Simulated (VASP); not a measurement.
Method: PBEsol GGA, VASP's PBE PAW potentials (set 64) (plane waves; VASP 6.6.1).

VASP ran on this input.

POSCAR:
```
Ca
3.8589160
  0.0000000000   0.7071068060   0.7071068060
  0.7071068060   0.0000000000   0.7071068060
  0.7071068060   0.7071068060   0.0000000000
Ca
1
Cartesian
  0.0000000000   0.0000000000   0.0000000000
```

INCAR:
```
# general
SYSTEM  =  Ca
PREC    =  Accurate
ENCUT   =  520
LREAL   =  .FALSE.
LASPH   =  .TRUE.

# electronic loop
EDIFF   =  1E-7
NELM    =  100
ALGO    =  Normal

# smearing
ISMEAR  =  1
SIGMA   =  0.1

# functional
GGA     =  PS

# ions
ISIF    =  2

# output
LWAVE   =  .FALSE.
LCHARG  =  .FALSE.
```

File KPOINTS:
```
Automatic mesh
0
Gamma
  12 12 12
0 0 0
```

POTCAR, in this order: Ca_sv (PBE.64 set). Program: vasp_std.

What VASP printed:

### OUTCAR
```
 ion  position               nearest neighbor table
   1  0.000  0.000  0.000-
  LATTYP: Found a face centered cubic cell.
 ALAT       =     5.4573315346
 Subroutine PRICEL returns:
 Original cell was already a primitive cell.
 Subroutine GETGRP returns: Found 48 space group operations
The static configuration has the point symmetry O_h .
The dynamic configuration has the point symmetry O_h .
 Subroutine INISYM returns: Found 48 space group operations
 Subroutine IBZKPT returns following result:
 Found     72 irreducible k-points:

 Following reciprocal coordinates:
            Coordinates               Weight
  0.000000  0.000000  0.000000      1.000000
  0.083333  0.000000  0.000000      8.000000
  0.166667  0.000000  0.000000      8.000000
  0.250000  0.000000  0.000000      8.000000
  0.333333  0.000000  0.000000      8.000000
  0.416667  0.000000  0.000000      8.000000
  0.500000  0.000000  0.000000      4.000000
  0.083333  0.083333  0.000000      6.000000
  0.166667  0.083333  0.000000     24.000000
  0.250000  0.083333  0.000000     24.000000
  0.333333  0.083333  0.000000     24.000000
  0.416667  0.083333  0.000000     24.000000
  0.500000  0.083333  0.000000     24.000000
 -0.416667  0.083333  0.000000     24.000000
 -0.333333  0.083333  0.000000     24.000000
 -0.250000  0.083333  0.000000     24.000000
 -0.166667  0.083333  0.000000     24.000000
 -0.083333  0.083333  0.000000     12.000000
  0.166667  0.166667  0.000000      6.000000
  0.250000  0.166667  0.000000     24.000000
  0.333333  0.166667  0.000000     24.000000
  0.416667  0.166667  0.000000     24.000000
  0.500000  0.166667  0.000000     24.000000
 -0.416667  0.166667  0.000000     24.000000
 -0.333333  0.166667  0.000000     24.000000
...
```

OSZICAR:
```
       N       E                     dE             d eps       ncg     rms          rms(c)
DAV:   1     0.625486822419E+02    0.62549E+02   -0.51543E+03  1296   0.101E+03
DAV:   2    -0.881327354839E+00   -0.63430E+02   -0.63244E+02  1344   0.229E+02
DAV:   3    -0.209486725389E+01   -0.12135E+01   -0.12087E+01  2011   0.338E+01
DAV:   4    -0.214133099147E+01   -0.46464E-01   -0.46442E-01  1855   0.503E+00
DAV:   5    -0.214235393572E+01   -0.10229E-02   -0.10219E-02  2176   0.497E-01    0.225E+00
DAV:   6    -0.213509865213E+01    0.72553E-02   -0.80693E-03  1683   0.124E+00    0.135E+00
DAV:   7    -0.213152329350E+01    0.35754E-02   -0.14130E-02  1550   0.174E+00    0.912E-02
DAV:   8    -0.213136816906E+01    0.15512E-03   -0.12099E-03  1502   0.349E-01    0.181E-02
DAV:   9    -0.213137367462E+01   -0.55056E-05   -0.89344E-05  2016   0.857E-02    0.455E-03
DAV:  10    -0.213137417225E+01   -0.49763E-06   -0.47750E-06  1852   0.248E-02    0.177E-03
DAV:  11    -0.213137369238E+01    0.47987E-06   -0.33273E-07  1848   0.740E-03    0.113E-03
DAV:  12    -0.213137374104E+01   -0.48656E-07   -0.20951E-08   959   0.146E-03
   1 F= -.21313737E+01 E0= -.21310060E+01  d E =-.110328E-02
```

**OUTCAR**
```
------------------------ aborting loop because EDIFF is reached ----------------------------------------
  FORCE on cell =-STRESS in cart. coord.  units (eV):
  Direction    XX          YY          ZZ          XY          YZ          ZX
  --------------------------------------------------------------------------------------
  Total       -0.0003124     -0.0003124     -0.0003124     -0.0000000      0.0000000     -0.0000000
  in kB       -0.0123181     -0.0123181     -0.0123181     -0.0000000      0.0000000     -0.0000000
  external PRESSURE =      -0.0123181 kB  Pullay stress =       0.0000000 kB
  volume of cell :       40.63
      direct lattice vectors                 reciprocal lattice vectors
     0.000000000  2.728665767  2.728665767    -0.183239738  0.183239738  0.183239738
     2.728665767  0.000000000  2.728665767     0.183239738 -0.183239738  0.183239738
     2.728665767  2.728665767  0.000000000     0.183239738  0.183239738 -0.183239738
 POSITION                                       TOTAL-FORCE (eV/Angst)
 -----------------------------------------------------------------------------------
      0.00000      0.00000      0.00000        -0.000000      0.000000      0.000000
 -----------------------------------------------------------------------------------
    total drift:                               -0.000000     -0.000000     -0.000000
  FREE ENERGIE OF THE ION-ELECTRON SYSTEM (eV)
  ---------------------------------------------------
  free  energy   TOTEN  =        -2.1313737410 eV

  energy  without entropy=       -2.1302704616  energy(sigma->0) =       -2.13100598
```
(Selected blocks of OUTCAR.)

The compound is Ca in the fcc structure. It was relaxed first, which changed the volume by -6 %.
